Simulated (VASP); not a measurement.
All values below come from rev-vdW-DF2, VASP's PBE PAW potentials (set 64) (plane waves; VASP 6.6.1).

A VASP calculation is set up with these files.

### KPOINTS
```
Automatic mesh
0
Gamma
16 16 16
0 0 0
```

File POSCAR:
```
Ir
1.9493310
  0.0000000000   0.9999999994   0.9999999994
  0.9999999994   0.0000000000   0.9999999994
  0.9999999994   0.9999999994   0.0000000000
Ir
1
Cartesian
  0.0000000000   0.0000000000   0.0000000000
```

**INCAR**
```
AGGAC=0.0
ALGO=Normal
EDIFF=1E-7
ENCUT=520
GGA=MK
ISIF=2
ISMEAR=1
LASPH=T
LCHARG=F
LMAXMIX=6
LREAL=F
LUSE_VDW=T
LWAVE=F
NELM=100
PARAM1=0.1234568
PARAM2=0.7114
PREC=Accurate
SIGMA=0.1
SYSTEM=Ir
ZAB_VDW=-1.8867
```

POTCAR, in this order: Ir (PBE.64 set). Program: vasp_std.

Output of the run:

### OSZICAR
```
       N       E                     dE             d eps       ncg     rms          rms(c)
DAV:   1     0.428425087718E+02    0.42843E+02   -0.45168E+03  2400   0.102E+03
DAV:   2    -0.672286778534E+01   -0.49565E+02   -0.47370E+02  2320   0.200E+02
DAV:   3    -0.736043402976E+01   -0.63757E+00   -0.63487E+00  3376   0.308E+01
DAV:   4    -0.736478844069E+01   -0.43544E-02   -0.43530E-02  2952   0.192E+00
DAV:   5    -0.736481659656E+01   -0.28156E-04   -0.28156E-04  3480   0.910E-02    0.134E+01
DAV:   6    -0.687366136369E+01    0.49116E+00   -0.11345E+00  2728   0.146E+01    0.534E+00
DAV:   7    -0.679666150063E+01    0.77000E-01   -0.27944E-01  3040   0.672E+00    0.157E+00
DAV:   8    -0.679075324354E+01    0.59083E-02   -0.23267E-03  2616   0.740E-01    0.259E-01
DAV:   9    -0.679049969733E+01    0.25355E-03   -0.39340E-04  3152   0.322E-01    0.135E-02
DAV:  10    -0.679050606864E+01   -0.63713E-05   -0.45385E-06  3080   0.234E-02    0.170E-03
DAV:  11    -0.679050623500E+01   -0.16636E-06   -0.89336E-08  2840   0.343E-03    0.108E-03
DAV:  12    -0.679050613614E+01    0.98859E-07   -0.92363E-09  1416   0.128E-03
   1 F= -.67905061E+01 E0= -.67904092E+01  d E =-.290788E-03
```

**OUTCAR**
```
------------------------ aborting loop because EDIFF is reached ----------------------------------------
  FORCE on cell =-STRESS in cart. coord.  units (eV):
  Direction    XX          YY          ZZ          XY          YZ          ZX
  --------------------------------------------------------------------------------------
  Total       -0.8902646     -0.8902646     -0.8902646      0.0000000     -0.0000000     -0.0000000
  in kB      -96.2815132    -96.2815132    -96.2815132      0.0000000     -0.0000000     -0.0000000
  external PRESSURE =     -96.2815132 kB  Pullay stress =       0.0000000 kB
  volume of cell :       14.81
      direct lattice vectors                 reciprocal lattice vectors
     0.000000000  1.949330999  1.949330999    -0.256498255  0.256498255  0.256498255
     1.949330999  0.000000000  1.949330999     0.256498255 -0.256498255  0.256498255
     1.949330999  1.949330999  0.000000000     0.256498255  0.256498255 -0.256498255
 POSITION                                       TOTAL-FORCE (eV/Angst)
 -----------------------------------------------------------------------------------
      0.00000      0.00000      0.00000         0.000000      0.000000      0.000000
 -----------------------------------------------------------------------------------
    total drift:                               -0.000000     -0.000000      0.000000
  FREE ENERGIE OF THE ION-ELECTRON SYSTEM (eV)
  ---------------------------------------------------
  free  energy   TOTEN  =        -6.7905061361 eV

  energy  without entropy=       -6.7902153481  energy(sigma->0) =       -6.79040921
```
(Selected blocks of OUTCAR.)

File OUTCAR:
```
 val. band max:        9.5008531099   @ k =   0.3125   0.2500   0.0625

 cond. band min:       9.5165452252   @ k =  -0.3750   0.1875   0.0000


 Fermi energy:         9.5122629015

 k-point     1 :       0.0000    0.0000    0.0000
  band No.  band energies     occupation
      1      -1.0885      2.00000
      2       5.9040      2.00000
      3       5.9040      2.00000
      4       5.9040      2.00000
      5       8.4024      2.00000
      6       8.4024      2.00000
      7      24.0723      0.00000
      8      29.3039      0.00000

 k-point     2 :       0.0625    0.0000    0.0000
  band No.  band energies     occupation
      1      -0.9229      2.00000
      2       5.8197      2.00000
      3       5.9746      2.00000
      4       5.9746      2.00000
      5       8.3587      2.00000
      6       8.3587      2.00000
      7      24.3502      0.00000
      8      28.4218      0.00000

 k-point     3 :       0.1250    0.0000    0.0000
  band No.  band energies     occupation
      1      -0.4468      2.00000
      2       5.6124      2.00000
      3       6.1515      2.00000
      4       6.1515      2.00000
      5       8.2749      2.00000
      6       8.2749      2.00000
      7      25.0905      0.00000
      8      26.7576      0.00000

 k-point     4 :       0.1875    0.0000    0.0000
  band No.  band energies     occupation
      1       0.2654      2.00000
      2       5.4119      2.00000
      3       6.3164      2.00000
      4       6.3164      2.00000
      5       8.2948      2.00000
      6       8.2948      2.00000
      7      24.9668      0.00000
      8      25.9722      0.00000

 k-point     5 :       0.2500    0.0000    0.0000
  band No.  band energies     occupation
      1       1.0453      2.00000
      2       5.4346      2.00000
      3       6.3218      2.00000
      4       6.3218      2.00000
      5       8.5820      2.00000
      6       8.5820      2.00000
      7      23.1474      0.00000
...
```

Unless said otherwise, spin-orbit coupling is left out, though it shifts the bands of the heavy elements here.

The compound is Ir in the fcc structure. This cell is one point of a volume scan, at 1.03 of the reference volume.
